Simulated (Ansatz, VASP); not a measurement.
# B3Pd: VASP beside Ansatz

```xyz
4
Lattice="0.0000 2.6481 2.6481 2.6481 0.0000 2.6481 2.6481 2.6481 0.0000" Properties=species:S:1:pos:R:3 pbc="T T T"
B     0.0000    0.0000    0.0000
B     1.3240    1.3240    1.3240
B     3.9721    3.9721    3.9721
Pd    2.6481    2.6481    2.6481
```

Alike in both runs: task single point; functional PBE; k mesh 6 × 6 × 6; occupations gaussian, width 0.1 eV; no spin polarisation.

|  | VASP | Ansatz |
| --- | --- | --- |
| version | VASP 6.6.1 | Ansatz 0.2.0 |
| potentials or method | VASP PAW PBE potentials, release 64 (B, Pd) | scalar-relativistic, plane waves, PAW |
| plane-wave cutoff (eV) | 520 | 420 |
| valence electrons in the cell | 19 | 27 |

|  | VASP | Ansatz | Ansatz less VASP |
| --- | --- | --- | --- |
| gap on the k mesh at the Fermi level (eV) | none | none | - |
| pressure (GPa) | -5.0 | -5.0 | +0.04 |

A gap of «none» marks a metal or a gap that the smearing closes. The two sets of potentials don't hold the same shells in valence.
